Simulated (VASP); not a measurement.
OSZICAR of a VASP run on RbRu$_{2}$P$_{2}$ (space group I4/mmm):

### OSZICAR
```
       N       E                     dE             d eps       ncg     rms          rms(c)
DAV:   1     0.287815102739E+03    0.28782E+03   -0.19932E+04  2648   0.106E+03
DAV:   2    -0.252266063940E+02   -0.31304E+03   -0.30147E+03  2640   0.328E+02
DAV:   3    -0.391047856536E+02   -0.13878E+02   -0.13583E+02  3016   0.656E+01
DAV:   4    -0.393962964158E+02   -0.29151E+00   -0.29106E+00  2972   0.832E+00
DAV:   5    -0.394036786125E+02   -0.73822E-02   -0.73808E-02  2952   0.121E+00    0.265E+01
DAV:   6    -0.381194584757E+02    0.12842E+01   -0.74192E+00  2484   0.183E+01    0.868E+00
DAV:   7    -0.378311086100E+02    0.28835E+00   -0.26280E+00  2500   0.111E+01    0.731E+00
DAV:   8    -0.376836444678E+02    0.14746E+00   -0.56106E-01  2596   0.534E+00    0.130E+00
DAV:   9    -0.376813611207E+02    0.22833E-02   -0.65816E-02  2788   0.128E+00    0.581E-01
DAV:  10    -0.376795502381E+02    0.18109E-02   -0.80605E-03  2580   0.498E-01    0.145E-01
DAV:  11    -0.376795097390E+02    0.40499E-04   -0.33619E-04  2912   0.103E-01    0.587E-02
DAV:  12    -0.376795124214E+02   -0.26824E-05   -0.81574E-05  2816   0.430E-02    0.209E-02
DAV:  13    -0.376795127309E+02   -0.30950E-06   -0.53872E-06  2540   0.136E-02
   1 F= -.37679513E+02 E0= -.37642454E+02  d E =-.741176E-01
```

Problem. Which electronic solver shows in the log?

Solution. It is blocked Davidson (ALGO = Normal, or the opening steps of other solvers). The INCAR had ALGO = Normal.

Problem. Can the final energy be trusted as converged?

Solution. Self-consistency was reached. It stopped with EDIFF = 1E-6, NELM = 100 (LDA (Ceperley-Alder, Perdew-Zunger), plane waves, VASP's LDA PAW potentials (set 64)).

The structure comes from a computed database's RbRu2P2 entry; how it stands against other phases isn't given here. The cell was not relaxed at this level, and its volume differs by -5.9 % from the start's. The k-mesh is coarse (spacing up to 0.32 per Å, 2π included), so the numbers may not be converged in it. The electron count is odd and the run is not spin-polarised, which forces a metal.
